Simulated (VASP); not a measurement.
## Mn2InN2 under changes of volume

One of the cells (13.533 Å³/atom); the others are scaled copies at fixed shape and fractional positions:

```
In Mn N
1.0
     2.79541   -1.62341    0.00000
     2.79541    1.62341    0.00000
    -0.02298    0.00000    7.45542
In Mn N
1 2 2
Direct
  0.00000 0.00000 0.50000
  0.66643 0.66643 0.88568
  0.33357 0.33357 0.11432
  0.66795 0.66795 0.15190
  0.33205 0.33205 0.84810
```

The cell comes from a database or a generator and needn't be the stable form of this composition.

| Item | Value |
| --- | --- |
| Program | VASP 6.6.1 |
| Functional | PBE |
| Potentials or basis | VASP PAW PBE potentials, release 64 (In_d, Mn_pv, N) |
| Cutoff | 520 eV |
| k mesh | 10 × 10 × 4 |
| Occupations | fermi-dirac, width 0.05 eV |
| Spin | collinear spin, ferromagnetic start |
| Starting moments | [0.0, 4.0, 4.0, 0.0, 0.0] μB |

```tsv
volume (Å³/atom)	energy over the lowest point (meV/atom)	pressure (GPa)	moment (μB per cell)	largest force (eV/Å)
12.472	?	?	?	?
12.737	9.08	6.6	2.65	0.346
13.003	0.75	3.1	2.77	0.152
13.533	0.00	-2.8	2.95	0.231
13.799	6.57	-5.3	3.02	0.365
14.064	17.24	-7.6	3.08	0.491
```

**Question.** What does the run at 12.472 Å³/atom give?

**Answer.** Energy over the lowest point 23.45 meV/atom; pressure 10.5 GPa; moment 2.54 μB per cell; largest force 0.558 eV/Å.

Worked out: A Birch-Murnaghan fit of order 3 (a polynomial in V^(-2/3)) to the other rows has its minimum at 13.28 Å³/atom with B0 = V·E''(V) = 148 GPa and B' = 3.8 at fixed shape and positions, which overstates the stiffness. It gives 23.36 meV/atom at 12.472 Å³/atom, against the run's 23.45, and -dE/dV = 10.6 GPa, against 10.5. A parabola through the other rows of the moment, of slope 0.511 μB per Å³/atom there, extrapolates to 2.52 μB, against the run's 2.54.

Energies are extrapolated to zero smearing.

Caveats: only a ferromagnetic start was run, and an antiferromagnetic order may lie lower in energy; the moment fell far below its start of 4 μB, so a state of higher moment may lie lower in energy (some runs).
